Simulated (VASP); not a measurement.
Consider the following.

```
CELL_PARAMETERS angstrom
      3.18095     0.00000     0.00000
      0.00000     3.18095     0.00000
      0.00000     0.00000     3.18095
ATOMIC_POSITIONS crystal
  Nb 0.00000 0.00000 0.00000
  As 0.50000 0.50000 0.50000
```

These are PBEsol GGA, VASP's PBE PAW potentials (set 64) (plane waves; VASP 6.6.1) values and carry that method's errors. Numerical set-up: 400 eV cut-off, 13×13×13 Γ-centred mesh, tetrahedra with Blöchl corrections, potentials Nb_sv As.

Question: The job: NbAs (relaxed from the CsCl type structure, space group Pm-3m), 2 atoms, PBEsol, static run, 400 eV, 13×13×13 Γ-centred mesh. Roughly how much core time does it take on a busy server core?

Answer: About 40 core-seconds (one run on a shared machine, a rough figure). It had 84 irreducible k-points, 13 bands, up to 603 plane waves and 14 electronic steps.

The structure was generated: NbAs was put into the CsCl type type (Pm-3m), which need not be its known phase. It was relaxed first, which changed the volume by -35 %.
